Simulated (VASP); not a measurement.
These are r2SCAN meta-GGA, VASP's PBE PAW potentials (set 64) (plane waves; VASP 6.6.1) values and carry that method's errors.

VASP input:

INCAR:
```
# general
SYSTEM  = Cu3Sn
PREC    = Accurate
ENCUT   = 400
LREAL   = .False.
LASPH   = .True.

# electronic loop
EDIFF   = 1E-7
NELM    = 100
ALGO    = Normal
LMAXMIX = 4
LMIXTAU = .True.

# smearing
ISMEAR  = -5

# functional
METAGGA = R2SCAN

# ions
ISIF    = 2

# output
LWAVE   = .False.
LCHARG  = .False.
LORBIT  = 11
NEDOS   = 601
```

**POSCAR**
```
Cu3Sn
1
    5.4838854422     0.0000000000     0.0000000000
   -2.7419427212     4.7491840715     0.0000000000
    0.0000000000     0.0000000000     4.3071678875
Cu Sn
6 2
Direct
  0.1554436238   0.8445563762   0.7500000000
  0.8445563762   0.1554436238   0.2500000000
  0.3108872474   0.1554436238   0.2500000000
  0.6891127526   0.8445563762   0.7500000000
  0.1554436238   0.3108872474   0.7500000000
  0.8445563762   0.6891127526   0.2500000000
  0.3333330000   0.6666670000   0.2500000000
  0.6666670000   0.3333330000   0.7500000000
```

KPOINTS:
```
Automatic mesh
0
Gamma
7 7 8
0 0 0
```

**KPOINTS_OPT**
```
k-points along high-symmetry lines
6
Line-mode
Reciprocal
  0.000000   0.000000   0.000000 ! GAMMA
  0.500000   0.000000   0.000000 ! M

  0.500000   0.000000   0.000000 ! M
  0.333333   0.333333   0.000000 ! K

  0.333333   0.333333   0.000000 ! K
  0.000000   0.000000   0.000000 ! GAMMA

  0.000000   0.000000   0.000000 ! GAMMA
  0.000000   0.000000   0.500000 ! A

  0.000000   0.000000   0.500000 ! A
  0.500000   0.000000   0.500000 ! L

  0.500000   0.000000   0.500000 ! L
  0.333333   0.333333   0.500000 ! H

  0.333333   0.333333   0.500000 ! H
  0.000000   0.000000   0.500000 ! A

  0.500000   0.000000   0.500000 ! L
  0.500000   0.000000   0.000000 ! M

  0.333333   0.333333   0.500000 ! H
  0.333333   0.333333   0.000000 ! K
```

POTCAR, in this order: Cu Sn_d (PBE.64 set). Program: vasp_std.

Output of the run:

**OSZICAR**
```
       N       E                     dE             d eps       ncg     rms          rms(c)
DAV:   1     0.830292034795E+03    0.83029E+03   -0.35758E+04  4536   0.259E+03
DAV:   2     0.234029444914E+02   -0.80689E+03   -0.78398E+03  4480   0.600E+02
DAV:   3    -0.126393006881E+03   -0.14980E+03   -0.14399E+03  4584   0.264E+02
DAV:   4    -0.133540301821E+03   -0.71473E+01   -0.70655E+01  5352   0.760E+01
DAV:   5    -0.133808435038E+03   -0.26813E+00   -0.26790E+00  6720   0.135E+01    0.204E+01
DAV:   6    -0.121109226218E+03    0.12699E+02   -0.10352E+02  4872   0.148E+02    0.140E+01
DAV:   7    -0.114206369526E+03    0.69029E+01   -0.19488E+01  5136   0.669E+01    0.338E+00
DAV:   8    -0.114357041119E+03   -0.15067E+00   -0.35815E+00  5864   0.219E+01    0.342E+00
DAV:   9    -0.114112109553E+03    0.24493E+00   -0.75440E-01  5688   0.124E+01    0.705E-01
DAV:  10    -0.114215094154E+03   -0.10298E+00   -0.18325E-01  4992   0.277E+00    0.491E-01
DAV:  11    -0.114222417574E+03   -0.73234E-02   -0.26565E-02  5640   0.115E+00    0.377E-01
DAV:  12    -0.114227040623E+03   -0.46230E-02   -0.18597E-02  5832   0.163E+00    0.820E-02
DAV:  13    -0.114227295834E+03   -0.25521E-03   -0.21843E-03  5744   0.299E-01    0.845E-02
DAV:  14    -0.114227229788E+03    0.66046E-04   -0.30194E-04  6456   0.204E-01    0.425E-02
DAV:  15    -0.114227448086E+03   -0.21830E-03   -0.20835E-04  5304   0.107E-01    0.138E-02
DAV:  16    -0.114227469409E+03   -0.21323E-04   -0.17890E-05  6536   0.412E-02    0.829E-03
DAV:  17    -0.114227461555E+03    0.78542E-05   -0.41819E-06  5176   0.137E-02    0.525E-03
DAV:  18    -0.114227465517E+03   -0.39623E-05   -0.42759E-06  5792   0.213E-02    0.321E-03
DAV:  19    -0.114227465647E+03   -0.12992E-06   -0.19133E-07  3336   0.530E-03    0.133E-03
DAV:  20    -0.114227469861E+03   -0.42141E-05   -0.42731E-07  4552   0.455E-03    0.719E-04
DAV:  21    -0.114227468574E+03    0.12870E-05   -0.76690E-08  2648   0.289E-03    0.841E-04
DAV:  22    -0.114227469193E+03   -0.61939E-06   -0.18007E-08  2576   0.127E-03    0.245E-04
DAV:  23    -0.114227468633E+03    0.56080E-06   -0.15330E-08  2552   0.167E-03    0.139E-04
DAV:  24    -0.114227468780E+03   -0.14756E-06   -0.39731E-09  2552   0.886E-04    0.380E-05
DAV:  25    -0.114227468693E+03    0.87202E-07   -0.15007E-09  2536   0.422E-04
   1 F= -.11422747E+03 E0= -.11422747E+03  d E =0.000000E+00
       N       E                     dE             ncg
       N       E                     dE             ncg
```

File OUTCAR:
```
------------------------ aborting loop because EDIFF is reached ----------------------------------------
  FORCE on cell =-STRESS in cart. coord.  units (eV):
  Direction    XX          YY          ZZ          XY          YZ          ZX
  --------------------------------------------------------------------------------------
  Total        0.5682718      0.5682718     -0.9015975     -0.0000000      0.0000000      0.0000000
  in kB        8.1164763      8.1164762    -12.8772797     -0.0000000      0.0000000      0.0000000
  external PRESSURE =       1.1185576 kB  Pullay stress =       0.0000000 kB
  volume of cell :      112.18
      direct lattice vectors                 reciprocal lattice vectors
     5.483885442  0.000000000  0.000000000     0.182352460  0.105281243  0.000000000
    -2.741942721  4.749184072  0.000000000     0.000000000  0.210562485  0.000000000
     0.000000000  0.000000000  4.307167888     0.000000000  0.000000000  0.232171122
 POSITION                                       TOTAL-FORCE (eV/Angst)
 -----------------------------------------------------------------------------------
     -1.46329      4.01095      3.23038         0.006192     -0.003575     -0.000000
      4.20523      0.73823      1.07679        -0.006192      0.003575      0.000000
      1.27865      0.73823      1.07679         0.006192      0.003575     -0.000000
      1.46329      4.01095      3.23038        -0.006192     -0.003575     -0.000000
      0.00000      1.47646      3.23038        -0.000000      0.007149      0.000000
      2.74194      3.27272      1.07679         0.000000     -0.007149      0.000000
     -0.00000      3.16612      1.07679         0.000000     -0.000000     -0.000000
      2.74195      1.58306      3.23038        -0.000000     -0.000000     -0.000000
 -----------------------------------------------------------------------------------
    total drift:                                0.000197     -0.000114      0.000484
  FREE ENERGIE OF THE ION-ELECTRON SYSTEM (eV)
  ---------------------------------------------------
  free  energy   TOTEN  =      -114.2274686930 eV

  energy  without entropy=     -114.2274686930  energy(sigma->0) =     -114.22746869

 total charge

# of ion       s       p       d       tot
------------------------------------------
    1        0.420   0.400   9.213  10.034
    2        0.420   0.400   9.213  10.034
    3        0.420   0.400   9.213  10.034
    4        0.420   0.400   9.213  10.034
    5        0.420   0.400   9.213  10.034
    6        0.420   0.400   9.213  10.034
    7        1.079   1.309  10.045  12.434
    8        1.079   1.309  10.045  12.434
--------------------------------------------------
tot          4.681   5.020  75.371  85.072
```
(Selected blocks of OUTCAR.)

File OUTCAR:
```
 val. band max:        9.5642951946   @ k =   0.4286   0.1429   0.0000

 cond. band min:       9.2030531774   @ k =   0.2857   0.2857   0.1250


 Fermi energy:         9.1961054268

 k-point     1 :       0.0000    0.0000    0.0000
  band No.  band energies     occupation
      1     -13.0570      2.00000
      2     -13.0431      2.00000
      3     -13.0431      2.00000
      4     -13.0364      2.00000
      5     -13.0362      2.00000
      6     -13.0300      2.00000
      7     -13.0299      2.00000
      8     -13.0228      2.00000
      9     -12.9958      2.00000
     10     -12.9957      2.00000
     11      -2.7167      2.00000
     12       1.2778      2.00000
     13       3.9909      2.00000
     14       3.9909      2.00000
     15       4.2392      2.00000
     16       4.2392      2.00000
     17       4.2659      2.00000
     18       4.2895      2.00000
     19       4.5485      2.00000
     20       4.8420      2.00000
     21       4.8421      2.00000
     22       5.1439      2.00000
     23       5.1439      2.00000
     24       5.3693      2.00000
     25       5.5132      2.00000
     26       5.5757      2.00000
     27       5.7024      2.00000
     28       5.7024      2.00000
     29       5.8153      2.00000
     30       5.8154      2.00000
     31       6.1482      2.00000
     32       6.2459      2.00000
     33       6.2461      2.00000
     34       6.3364      2.00000
     35       6.3366      2.00000
     36       6.3373      2.00000
     37       6.3374      2.00000
     38       6.4466      2.00000
     39       6.4467      2.00000
     40       6.7776      2.00000
     41       6.8838      2.00000
     42       6.9267      2.00000
     43       6.9784      2.00000
     44       7.3913      2.00000
     45       7.4142      2.00000
     46       7.4143      2.00000
     47       8.2420      2.00000
     48       8.2420      2.41416
     49      10.2983      0.00000
     50      12.4438      0.00000
     51      14.0692      0.00000
...
```

For a metal the tetrahedron method with Blöchl corrections gives inexact stress and forces. Unless said otherwise, spin-orbit coupling is left out, though it shifts the bands of the heavy elements here.

The structure comes from a computed database's Cu3Sn entry (P6_3/mmc); how it stands against other phases isn't given here. It was relaxed first.
